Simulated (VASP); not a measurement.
Output of a VASP run:

File OSZICAR:
```
       N       E                     dE             d eps       ncg     rms          rms(c)
DAV:   1     0.448732647138E+03    0.44873E+03   -0.30426E+04  3894   0.125E+03
DAV:   2     0.292505508636E+00   -0.44844E+03   -0.44067E+03  4342   0.340E+02
DAV:   3    -0.273586760449E+02   -0.27651E+02   -0.27539E+02  4590   0.833E+01
DAV:   4    -0.276973071082E+02   -0.33863E+00   -0.33818E+00  4397   0.882E+00
DAV:   5    -0.277024643365E+02   -0.51572E-02   -0.51552E-02  4548   0.106E+00    0.145E+01
DAV:   6    -0.260023152979E+02    0.17001E+01   -0.41940E+00  4789   0.164E+01    0.112E+01
DAV:   7    -0.259547995905E+02    0.47516E-01   -0.15474E+00  4229   0.524E+00    0.466E+00
DAV:   8    -0.259383252131E+02    0.16474E-01   -0.25390E-01  4587   0.395E+00    0.758E-01
DAV:   9    -0.259350979354E+02    0.32273E-02   -0.42090E-02  4492   0.188E+00    0.189E-01
DAV:  10    -0.259350582539E+02    0.39682E-04   -0.27573E-03  4387   0.378E-01    0.123E-01
DAV:  11    -0.259351633811E+02   -0.10513E-03   -0.26249E-04  4383   0.966E-02    0.757E-02
DAV:  12    -0.259352422611E+02   -0.78880E-04   -0.20008E-04  4284   0.909E-02    0.323E-02
DAV:  13    -0.259352439571E+02   -0.16960E-05   -0.17949E-05  4434   0.247E-02    0.165E-02
DAV:  14    -0.259352441146E+02   -0.15742E-06   -0.12632E-05  4470   0.160E-02    0.557E-03
DAV:  15    -0.259352444885E+02   -0.37396E-06   -0.21550E-06  4306   0.799E-03    0.470E-03
DAV:  16    -0.259352448086E+02   -0.32008E-06   -0.37808E-07  3168   0.380E-03    0.320E-03
DAV:  17    -0.259352445053E+02    0.30331E-06   -0.48242E-07  3400   0.377E-03    0.273E-03
DAV:  18    -0.259352445514E+02   -0.46087E-07   -0.10864E-07  2351   0.121E-03
   1 F= -.25935245E+02 E0= -.25935245E+02  d E =0.000000E+00
```

OUTCAR:
```
------------------------ aborting loop because EDIFF is reached ----------------------------------------
  FORCE on cell =-STRESS in cart. coord.  units (eV):
  Direction    XX          YY          ZZ          XY          YZ          ZX
  --------------------------------------------------------------------------------------
  Total       -0.0226833     -0.0095280     -0.0291952      0.0113928      0.0000000      0.0000000
  in kB       -0.1724105     -0.0724202     -0.2219058      0.0865941      0.0000000      0.0000000
  external PRESSURE =      -0.1555788 kB  Pullay stress =       0.0000000 kB
  volume of cell :      210.79
      direct lattice vectors                 reciprocal lattice vectors
     4.224116624 -7.293313687  0.000000000     0.118554864 -0.068447684  0.000000000
     2.102068807  3.640889897  0.000000000     0.237485295  0.137545925  0.000000000
     0.000000000  0.000000000  6.863806988     0.000000000  0.000000000  0.145691742
 POSITION                                       TOTAL-FORCE (eV/Angst)
 -----------------------------------------------------------------------------------
      2.17215     -1.25410      3.37087         0.005467     -0.003156     -0.011518
      2.04198      1.24832      6.80277        -0.005467      0.003156     -0.011518
      4.16216     -4.83028      3.49969        -0.011733      0.006774      0.002182
      4.27608     -2.46879      0.06778         0.011733     -0.006774      0.002182
      2.14547     -1.23869      5.99816         0.000611     -0.000353      0.007278
      2.06866      1.23292      2.56625        -0.000611      0.000353      0.007278
      4.18654     -4.84436      6.03421        -0.003715      0.002145      0.002058
      4.25170     -2.45471      2.60231         0.003715     -0.002145      0.002058
 -----------------------------------------------------------------------------------
    total drift:                                0.007878     -0.012962     -0.000060
  FREE ENERGIE OF THE ION-ELECTRON SYSTEM (eV)
  ---------------------------------------------------
  free  energy   TOTEN  =       -25.9352445514 eV

  energy  without entropy=      -25.9352445514  energy(sigma->0) =      -25.93524455

 total charge

# of ion       s       p       d       tot
------------------------------------------
    1        0.446   0.330   9.549  10.326
    2        0.446   0.330   9.549  10.326
    3        0.432   0.319   9.554  10.306
    4        0.432   0.319   9.554  10.306
    5        1.444   2.390   0.023   3.857
    6        1.444   2.390   0.023   3.857
    7        1.319   2.366   0.000   3.686
    8        1.319   2.366   0.000   3.686
--------------------------------------------------
tot          7.284  10.811  38.255  56.349
```
(Selected blocks of OUTCAR.)

**POSCAR**
```
Cd4S2Se2
1
    4.2241166244    -7.2933136869     0.0000000000
    2.1020688067     3.6408898974     0.0000000000
    0.0000000000     0.0000000000     6.8638069877
Cd Se S
4 2 2
Direct
  0.3433589101   0.3433579101   0.4911077997
  0.1566420899   0.6566420899   0.9911077997
  0.8240654406   0.3240654406   0.5098753840
  0.6759335594   0.6759345594   0.0098753840
  0.3391420264   0.3391410264   0.8738820793
  0.1608589736   0.6608589736   0.3738820793
  0.8279202305   0.3279202305   0.8791347371
  0.6720787695   0.6720797695   0.3791347371
```

### Question
Write an INCAR and KPOINTS that could have produced this output.

### Answer
This is not unique; one that fits is the input of the run itself, PBEsol GGA, plane waves, VASP's PBE PAW potentials (set 64).

File KPOINTS:
```
Automatic mesh
0
Gamma
4 7 4
0 0 0
```

INCAR:
```
SYSTEM = Cd4S2Se2
PREC = Accurate
ENCUT = 400
EDIFF = 1E-7
NELM = 100
ALGO = Normal
LREAL = .FALSE.
LASPH = .TRUE.
ISMEAR = -5
GGA = PS
LMAXMIX = 4
LWAVE = .FALSE.
LCHARG = .TRUE.
LORBIT = 11
NEDOS = 601
ISIF = 2
LEFG = .TRUE.
```

POTCAR, in this order: Cd Se S (PBE.64 set). Program: vasp_std.

The structure was generated: Cd4S2Se2 was put into an ordered model structure (Pmn2_1), which need not be its known phase. It was relaxed first.
